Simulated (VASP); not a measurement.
# RuBr2 (Fm-3m) in VASP: a series of runs

The runs below take RuBr2 through single point, with PBEsol+U.

All numbers are computed with VASP 6.6.1; they aren't measurements. Logs are shortened: lines on timing, memory, paths and dates and some standing lists are left out, and cuts for length are marked.

### Step 1. The structure

It takes space group Fm-3m (No. 225, cubic). The conventional cell has a = 6.327 Å, b = 6.327 Å, c = 6.327 Å, α = 90.00°, β = 90.00°, γ = 90.00°. Ru (site symmetry m-3m) is surrounded by 8 Br at 2.74 Å. Br (site symmetry -43m) is surrounded by 4 Ru at 2.74 Å.

The cell comes from a database or a generator and needn't be the stable form of this composition.

### Step 2. Single point, PBEsol+U, collinear spin, ferrimagnetic start

File INCAR:

```
PREC = Accurate
ENCUT = 520
EDIFF = 1E-6
ISMEAR = 0
SIGMA = 0.05
LREAL = False
LASPH = True
NELM = 80
ALGO = Fast
ISIF = 2
LWAVE = False
LCHARG = False
ISPIN = 2
MAGMOM = 1 -0.5 0 0 0 0
LORBIT = 11
LMAXMIX = 4
LDAU = True
LDAUTYPE = 2
LDAUL = 2 -1
LDAUU = 2 0
LDAUJ = 0 0
LDAUPRINT = 1
GGA = PS
```

File KPOINTS:

```
Automatic mesh
0
Gamma
  5 5 5
```

File POSCAR:

```
RuBr2
1.0
    0.0000000000      3.1637246900      3.1637246900
    3.1637246900      0.0000000000      3.1637246900
    6.3274493800      6.3274493800      0.0000000000
Ru Br
2 4
Direct
    0.0000000000      0.0000000000      0.0000000000
    0.0000000000      0.0000000000      0.5000000000
    0.2500000000      0.2500000000      0.1250000000
    0.2500000000      0.2500000000      0.6250000000
    0.7500000000      0.7500000000      0.3750000000
    0.7500000000      0.7500000000      0.8750000000
```

Potentials or basis: VASP PAW PBE potentials, release 64 (Ru_pv, Br).

The run is started by

```bash
$ cat potpaw_PBE.64/Ru_pv/POTCAR potpaw_PBE.64/Br/POTCAR > POTCAR
$ mpirun -np 1 vasp_std > vasp.out
```

OUTCAR:

```text
PREC = Accurate
   ENCUT = 520
   EDIFF = 1E-6
   ISMEAR = 0
   LREAL = False
   LASPH = True
   NELM = 80
   ISIF = 2
   ISPIN = 2
   LORBIT = 11
   GGA = PS

 ion  position               nearest neighbor table
   1  0.000  0.000  0.000-   6 2.74   6 2.74   4 2.74   5 2.74   3 2.74   3 2.74   3 2.74   6 2.74

   2  0.000  0.000  0.500-   5 2.74   5 2.74   3 2.74   6 2.74   4 2.74   4 2.74   5 2.74   4 2.74

   3  0.250  0.250  0.125-   1 2.74   1 2.74   2 2.74   1 2.74
   4  0.250  0.250  0.625-   2 2.74   2 2.74   1 2.74   2 2.74
   5  0.750  0.750  0.375-   1 2.74   2 2.74   2 2.74   2 2.74
   6  0.750  0.750  0.875-   2 2.74   1 2.74   1 2.74   1 2.74

  LATTYP: Found a trigonal (rhomboedric) cell.
 ALAT       =     7.7495111771
 COS(alpha) =     0.8333333333

  Lattice vectors:

 A1 = (   6.3274493800,   3.1637246900,  -3.1637246900)
 A2 = (   3.1637246900,   3.1637246900,  -6.3274493800)
 A3 = (   3.1637246900,   6.3274493800,  -3.1637246900)

Analysis of symmetry for initial positions (statically):
=====================================================================
 Subroutine PRICEL returns following result:

  LATTYP: Found a face centered cubic cell.
 ALAT       =     6.3274493800

  Lattice vectors:

 A1 = (   0.0000000000,   3.1637246900,   3.1637246900)
 A2 = (   3.1637246900,   0.0000000000,   3.1637246900)
 A3 = (   3.1637246900,   3.1637246900,   0.0000000000)

   2 primitive cells build up your supercell.

 Routine SETGRP: Setting up the symmetry group for a
 trigonal (rhombohedral) supercell.

 Subroutine GETGRP returns: Found 12 space group operations
 (whereof 12 operations were pure point group operations)
 out of a pool of 12 trial point group operations.

The static configuration has the point symmetry D_3d.

Analysis of symmetry for dynamics (positions and initial velocities):
=====================================================================
 Subroutine PRICEL returns following result:

  LATTYP: Found a face centered cubic cell.
 ALAT       =     6.3274493800

  Lattice vectors:

 A1 = (   0.0000000000,   3.1637246900,   3.1637246900)
 A2 = (   3.1637246900,   0.0000000000,   3.1637246900)
 A3 = (   3.1637246900,   3.1637246900,   0.0000000000)

   2 primitive cells build up your supercell.

 Routine SETGRP: Setting up the symmetry group for a
 trigonal (rhombohedral) supercell.

 Subroutine GETGRP returns: Found 12 space group operations
 (whereof 12 operations were pure point group operations)
 out of a pool of 12 trial point group operations.

The dynamic configuration has the point symmetry D_3d.

Analysis of structural, dynamic, and magnetic symmetry:
=====================================================================
 Subroutine PRICEL returns:
 Original cell was already a primitive cell.

 Routine SETGRP: Setting up the symmetry group for a
 trigonal (rhombohedral) supercell.

 Subroutine GETGRP returns: Found 12 space group operations
 (whereof 12 operations were pure point group operations)
 out of a pool of 12 trial point group operations.

The overall configuration has the point symmetry D_3d.

 Subroutine INISYM returns: Found 12 space group operations
 (whereof 12 operations are pure point group operations),
 and found     1 'primitive' translations

[... 165 lines left out ...]
  o =  0.6944  v =  0.1584 -0.6137 -0.0091  0.7721 -0.0460  0.0000  0.0000  0.0000  0.0000  0.0000      0.0000  0.0000  0.0000  0.0000  0.0000  0.0000  0.0000  0.0000  0.0000  0.0000
  o =  0.6944  v =  0.8001  0.5372 -0.0460  0.2629  0.0091  0.0000  0.0000  0.0000  0.0000  0.0000      0.0000  0.0000  0.0000  0.0000  0.0000  0.0000  0.0000  0.0000  0.0000  0.0000
  o =  0.7805  v =  0.0000  0.0000  0.0000  0.0000  0.0000  0.0000 -0.0081 -0.0000  0.0081  0.9999      0.0000  0.0000  0.0000  0.0000  0.0000  0.0000  0.0000  0.0000  0.0000  0.0000
  o =  0.7805  v =  0.0000  0.0000  0.0000  0.0000  0.0000  0.0093  0.0047  0.9999  0.0047  0.0000      0.0000  0.0000  0.0000  0.0000  0.0000  0.0000  0.0000  0.0000  0.0000  0.0000
  o =  0.8035  v = -0.5774  0.5774 -0.0000  0.5774  0.0000  0.0000  0.0000  0.0000  0.0000  0.0000      0.0000  0.0000  0.0000  0.0000  0.0000  0.0000  0.0000  0.0000  0.0000  0.0000
  o =  0.8264  v =  0.0000 -0.0331 -0.0000  0.0331  0.9989  0.0000  0.0000  0.0000  0.0000  0.0000      0.0000  0.0000  0.0000  0.0000  0.0000  0.0000  0.0000  0.0000  0.0000  0.0000
  o =  0.8264  v =  0.0382  0.0191  0.9989  0.0191  0.0000  0.0000  0.0000  0.0000  0.0000  0.0000      0.0000  0.0000  0.0000  0.0000  0.0000  0.0000  0.0000  0.0000  0.0000  0.0000

atom =   2  type =  1  l = 2

 onsite density matrix

spin component  1

  0.2204  0.0001  0.0051  0.0001  0.0000
  0.0001  0.2204  0.0025 -0.0001 -0.0044
  0.0051  0.0025  0.7805  0.0025 -0.0000
  0.0001 -0.0001  0.0025  0.2204  0.0044
  0.0000 -0.0044 -0.0000  0.0044  0.7805

spin component  2

  0.7308 -0.0362  0.0050 -0.0362 -0.0000
 -0.0362  0.7308  0.0025  0.0362 -0.0044
  0.0050  0.0025  0.8261  0.0025  0.0000
 -0.0362  0.0362  0.0025  0.7308  0.0044
 -0.0000 -0.0044  0.0000  0.0044  0.8261

 occupancies and eigenvectors

  o =  0.2201  v = -0.5774  0.5774  0.0000  0.5774  0.0000  0.0000  0.0000  0.0000  0.0000  0.0000      0.0000  0.0000  0.0000  0.0000  0.0000  0.0000  0.0000  0.0000  0.0000  0.0000
  o =  0.2204  v =  0.4184 -0.3980 -0.0057  0.8164 -0.0095  0.0000  0.0000  0.0000  0.0000  0.0000      0.0000  0.0000  0.0000  0.0000  0.0000  0.0000  0.0000  0.0000  0.0000  0.0000
  o =  0.2204  v = -0.7011 -0.7129  0.0095  0.0117 -0.0057  0.0000  0.0000  0.0000  0.0000  0.0000      0.0000  0.0000  0.0000  0.0000  0.0000  0.0000  0.0000  0.0000  0.0000  0.0000
  o =  0.6943  v =  0.0000  0.0000  0.0000  0.0000  0.0000  0.4063  0.8156 -0.0233 -0.4093  0.0405      0.0000  0.0000  0.0000  0.0000  0.0000  0.0000  0.0000  0.0000  0.0000  0.0000
  o =  0.6943  v =  0.0000  0.0000  0.0000  0.0000  0.0000 -0.7072 -0.0017  0.0405 -0.7055  0.0233      0.0000  0.0000  0.0000  0.0000  0.0000  0.0000  0.0000  0.0000  0.0000  0.0000
  o =  0.7806  v = -0.0091 -0.0045 -0.9999 -0.0045  0.0000  0.0000  0.0000  0.0000  0.0000  0.0000      0.0000  0.0000  0.0000  0.0000  0.0000  0.0000  0.0000  0.0000  0.0000  0.0000
  o =  0.7806  v =  0.0000 -0.0079  0.0000  0.0079  0.9999  0.0000  0.0000  0.0000  0.0000  0.0000      0.0000  0.0000  0.0000  0.0000  0.0000  0.0000  0.0000  0.0000  0.0000  0.0000
  o =  0.8032  v =  0.0000  0.0000  0.0000  0.0000  0.0000 -0.5774  0.5774 -0.0000  0.5774 -0.0000      0.0000  0.0000  0.0000  0.0000  0.0000  0.0000  0.0000  0.0000  0.0000  0.0000
  o =  0.8264  v =  0.0000  0.0000  0.0000  0.0000  0.0000  0.0000 -0.0330  0.0000  0.0330  0.9989      0.0000  0.0000  0.0000  0.0000  0.0000  0.0000  0.0000  0.0000  0.0000  0.0000
  o =  0.8264  v =  0.0000  0.0000  0.0000  0.0000  0.0000  0.0381  0.0191  0.9989  0.0191 -0.0000      0.0000  0.0000  0.0000  0.0000  0.0000  0.0000  0.0000  0.0000  0.0000  0.0000

 number of electron      55.9999994 magnetization       0.0013076

 Free energy of the ion-electron system (eV)
  ---------------------------------------------------
  ext. energy  EPLUGINS =         0.00000000
  ---------------------------------------------------
  free energy    TOTEN  =       -21.31207179 eV

  energy without entropy =      -21.30363050  energy(sigma->0) =      -21.30785114

 E-fermi :   5.6989     XC(G=0): -10.6276

 val. band max:        5.6907758437   @ k =   0.4000   0.2000   0.2000
 cond. band min:       5.7103999274   @ k =   0.4000   0.2000   0.0000
 fundamental gap:      0.0196240837
 Fermi energy:         5.6989200693

 spin component 1

 k-point     1 :       0.0000    0.0000    0.0000
  band No.  band energies     occupation
      1     -37.0806      1.00000
      2     -37.0806      1.00000
      3     -37.0371      1.00000
      4     -35.8581      1.00000
      5     -35.8581      1.00000
      6     -35.7387      1.00000
[... 673 lines left out ...]
     32       7.3955      0.00000
     33       9.9913      0.00000
 Fermi energy:         5.6989200693

 spin component 2

 k-point     1 :       0.0000    0.0000    0.0000
  band No.  band energies     occupation
      1     -37.0807      1.00000
      2     -37.0807      1.00000
      3     -37.0369      1.00000
      4     -35.8574      1.00000
      5     -35.8573      1.00000
      6     -35.7378      1.00000
[... 673 lines left out ...]
     32       7.3963      0.00000
     33       9.9056      0.00000

------------------------ aborting loop because EDIFF is reached ----------------------------------------

  FORCE on cell =-STRESS in cart. coord.  units (eV):
  Direction    XX          YY          ZZ          XY          YZ          ZX
  --------------------------------------------------------------------------------------
  -------------------------------------------------------------------------------------
  Total        0.5361164      0.5361164      0.5361164      0.7332186     -0.7332186     -0.7332186
  in kB        6.7813104      6.7813104      6.7813104      9.2744466     -9.2744466     -9.2744466
  external PRESSURE =       6.7813104 kB  Pullay stress =       0.0000000 kB

 VOLUME and BASIS-vectors are now :
 -----------------------------------------------------------------------------
  energy-cutoff  :      520.00
  volume of cell :      126.66
      direct lattice vectors                 reciprocal lattice vectors
     0.000000000  3.163724690  3.163724690    -0.158041565  0.158041565  0.158041565
     3.163724690  0.000000000  3.163724690     0.158041565 -0.158041565  0.158041565
     6.327449380  6.327449380  0.000000000     0.079020782  0.079020782 -0.079020782

 POSITION                                       TOTAL-FORCE (eV/Angst)
 -----------------------------------------------------------------------------------
      0.00000      0.00000      0.00000         0.000000      0.000000      0.000000
      3.16372      3.16372      0.00000         0.000000      0.000000      0.000000
      1.58186      1.58186      1.58186        -0.101537     -0.101537      0.101537
      4.74559      4.74559      1.58186        -0.102269     -0.102269      0.102269
      4.74559      4.74559      4.74559         0.102269      0.102269     -0.102269
      7.90931      7.90931      4.74559         0.101537      0.101537     -0.101537
 -----------------------------------------------------------------------------------
    total drift:                               -0.000000      0.000000      0.000000

  FREE ENERGIE OF THE ION-ELECTRON SYSTEM (eV)
  ---------------------------------------------------
  free  energy   TOTEN  =       -21.3120717864 eV

  energy  without entropy=      -21.3036304962  energy(sigma->0) =      -21.30785114

 total charge

# of ion       s       p       d       tot
------------------------------------------
    1        0.198   6.122   6.022  12.343
    2        0.198   6.122   6.022  12.343
    3        1.630   3.129   0.055   4.814
    4        1.630   3.129   0.055   4.814
    5        1.630   3.129   0.055   4.814
    6        1.630   3.129   0.055   4.814
--------------------------------------------------
tot          6.917  24.759  12.264  43.940

 magnetization (x)

# of ion       s       p       d       tot
------------------------------------------
    1        0.008   0.009   1.618   1.635
    2       -0.008  -0.009  -1.617  -1.634
    3        0.005  -0.009   0.001  -0.003
    4       -0.005   0.009  -0.001   0.003
    5       -0.005   0.009  -0.001   0.003
    6        0.005  -0.009   0.001  -0.003
--------------------------------------------------
tot          0.000   0.000   0.001   0.001
```

Run time: 5.8 min. Hardware: 1 thread of Intel Xeon Platinum 8259CL at 2.50GHz (Skylake/Cascade Lake), shared host; peak memory 0.41 GiB.

The run converged, but a check on its numbers failed (symmetry, net force, bounds or a known fault of this set-up), so they aren't taken as properties of the crystal.

Caveat: the result breaks the symmetry of the cell; the PAW data sets were made with another functional, which shifts forces and pressure a little.

(Part 1 of 3 ends here.)
